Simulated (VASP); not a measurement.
Method: PBE GGA, VASP's PBE PAW potentials (set 64) (plane waves; VASP).

Input for VASP

**INCAR**
```
# general
SYSTEM  =  KF
PREC    =  Accurate
ENCUT   =  520   # plane-wave cut-off (eV)
LREAL   =  .False.
LASPH   =  .True.   # aspherical one-centre terms

# electronic loop
EDIFF   =  1E-6
NELM    =  100
ALGO    =  Normal

# smearing
ISMEAR  =  0
SIGMA   =  0.05   # width (eV)

# functional
GGA     =  PE   # PBE

# output
LWAVE   =  .False.
LCHARG  =  .True.
```

KPOINTS:
```
kpoints
0
gamma
 8 8 8
```

### POSCAR
```
KF
5.4206130
  0.0000000000   0.5000000351   0.5000000351
  0.5000000351   0.0000000000   0.5000000351
  0.5000000351   0.5000000351   0.0000000000
K F
1 1
Cart
  1.0000000701   1.0000000701   1.0000000701
  0.5000000351   0.5000000351   0.5000000351
```

POTCAR, in this order: K_sv F (PBE.64 set). Program: vasp_std.

Question: What will the output report for the number of irreducible k-points (NKPTS), largest plane-wave count, number of space-group operations, FFT grid (NGX, NGY, NGZ)?

Answer: 
number of irreducible k-points (NKPTS): 29
largest plane-wave count: 1090
number of space-group operations: 48
FFT grid (NGX, NGY, NGZ): 30 × 30 × 30

The compound is KF in the rock salt structure. It was relaxed first.
